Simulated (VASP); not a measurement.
OSZICAR of a VASP run on Au (fcc):

**OSZICAR**
```
       N       E                     dE             d eps       ncg     rms          rms(c)
DAV:   1     0.464511746937E+02    0.46451E+02   -0.57624E+03  2369   0.108E+03
DAV:   2    -0.405630213308E+00   -0.46857E+02   -0.43607E+02  2216   0.197E+02
DAV:   3    -0.807546086083E+00   -0.40192E+00   -0.40155E+00  2621   0.194E+01
DAV:   4    -0.808779446162E+00   -0.12334E-02   -0.12333E-02  2468   0.111E+00
DAV:   5    -0.808788434295E+00   -0.89881E-05   -0.89874E-05  2477   0.904E-02    0.648E+00
DAV:   6    -0.572813170738E+00    0.23598E+00   -0.88002E-01  2229   0.880E+00    0.436E+00
DAV:   7    -0.560939063120E+00    0.11874E-01   -0.41458E-02  2392   0.190E+00    0.237E+00
DAV:   8    -0.558992269854E+00    0.19468E-02   -0.11392E-03  2285   0.410E-01    0.191E-01
DAV:   9    -0.558979862377E+00    0.12407E-04   -0.33819E-05  2424   0.608E-02    0.184E-02
DAV:  10    -0.558985858761E+00   -0.59964E-05   -0.44059E-06  2270   0.278E-02    0.390E-03
DAV:  11    -0.558985864310E+00   -0.55489E-08   -0.63875E-08  2108   0.274E-03
   1 F= -.55898586E+00 E0= -.55881309E+00  d E =-.518310E-03
```

Q: Which electronic solver shows in the log?

A: It is blocked Davidson (ALGO = Normal, or the opening steps of other solvers). The INCAR had ALGO = Normal.

Q: Can the final energy be trusted as converged?

A: The run converged. It stopped with EDIFF = 1E-7, NELM = 100 (optB88-vdW, plane waves, VASP's PBE PAW potentials (set 64)).

The compound is Au in the fcc structure. This cell is one point of a volume scan, at 1.06 of the reference volume.
